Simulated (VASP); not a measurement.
Calculation: PBE GGA, VASP's PBE PAW potentials (set 64) (plane waves; VASP).

VASP ran on this input.

INCAR:
```
SYSTEM=InAs
PREC=Accurate; ENCUT=520; LREAL=.False.
LASPH=.True.
EDIFF=1E-7; NELM=100; ALGO=Normal
LMAXMIX=4
ISMEAR=1; SIGMA=0.1
GGA=PE
ISIF=2
LWAVE=.False.; LCHARG=.False.
```

POSCAR:
```
InAs
1
    0.0000000000     3.0313553759     3.0313553759
    3.0313553759     0.0000000000     3.0313553759
    3.0313553759     3.0313553759     0.0000000000
In As
1 1
Direct
  0.0000000000   0.0000000000   0.0000000000
  0.2500000000   0.2500000000   0.2500000000
```

KPOINTS:
```
Automatic mesh
0
Gamma
10 10 10
0 0 0
```

POTCAR, in this order: In_d As (PBE.64 set). Program: vasp_std.

Output of the run:

File OSZICAR:
```
       N       E                     dE             d eps       ncg     rms          rms(c)
DAV:   1     0.113988179390E+03    0.11399E+03   -0.84966E+03  1222   0.151E+03
DAV:   2     0.587137172484E+00   -0.11340E+03   -0.11049E+03  1287   0.326E+02
DAV:   3    -0.771991134829E+01   -0.83070E+01   -0.82559E+01  1607   0.900E+01
DAV:   4    -0.794628701232E+01   -0.22638E+00   -0.22622E+00  1415   0.171E+01
DAV:   5    -0.795557930966E+01   -0.92923E-02   -0.92919E-02  1729   0.304E+00    0.449E+00
DAV:   6    -0.770418892443E+01    0.25139E+00   -0.44979E-01  1801   0.126E+01    0.253E+00
DAV:   7    -0.768051421410E+01    0.23675E-01   -0.14351E-01  1741   0.371E+00    0.715E-01
DAV:   8    -0.768140022611E+01   -0.88601E-03   -0.13849E-02  1479   0.172E+00    0.213E-01
DAV:   9    -0.768205850582E+01   -0.65828E-03   -0.13068E-03  1472   0.445E-01    0.124E-01
DAV:  10    -0.768217954681E+01   -0.12104E-03   -0.19058E-04  1708   0.194E-01    0.839E-02
DAV:  11    -0.768221811585E+01   -0.38569E-04   -0.15228E-04  1287   0.147E-01    0.721E-02
DAV:  12    -0.768222099160E+01   -0.28758E-05   -0.13235E-05  1292   0.297E-02    0.161E-02
DAV:  13    -0.768222122531E+01   -0.23371E-06   -0.23517E-06  1527   0.101E-02    0.907E-03
DAV:  14    -0.768222132906E+01   -0.10375E-06   -0.19014E-07  1292   0.449E-03    0.358E-03
DAV:  15    -0.768222152296E+01   -0.19389E-06   -0.30866E-08   761   0.244E-03    0.703E-04
DAV:  16    -0.768222158011E+01   -0.57156E-07   -0.80960E-09   666   0.866E-04
   1 F= -.76822216E+01 E0= -.76823091E+01  d E =0.262606E-03
```

OUTCAR:
```
------------------------ aborting loop because EDIFF is reached ----------------------------------------
  FORCE on cell =-STRESS in cart. coord.  units (eV):
  Direction    XX          YY          ZZ          XY          YZ          ZX
  --------------------------------------------------------------------------------------
  Total        1.2054717      1.2054717      1.2054717     -0.0000000      0.0000000     -0.0000000
  in kB       34.6678610     34.6678610     34.6678610     -0.0000000      0.0000000     -0.0000000
  external PRESSURE =      34.6678610 kB  Pullay stress =       0.0000000 kB
  volume of cell :       55.71
      direct lattice vectors                 reciprocal lattice vectors
     0.000000000  3.031355376  3.031355376    -0.164942720  0.164942720  0.164942720
     3.031355376  0.000000000  3.031355376     0.164942720 -0.164942720  0.164942720
     3.031355376  3.031355376  0.000000000     0.164942720  0.164942720 -0.164942720
  FREE ENERGIE OF THE ION-ELECTRON SYSTEM (eV)
  ---------------------------------------------------
  free  energy   TOTEN  =        -7.6822215801 eV

  energy  without entropy=       -7.6824841864  energy(sigma->0) =       -7.68230912
```
(Selected blocks of OUTCAR.)

The compound is InAs in the zinc blende structure. This cell is one point of a volume scan, at 0.94 of the reference volume.
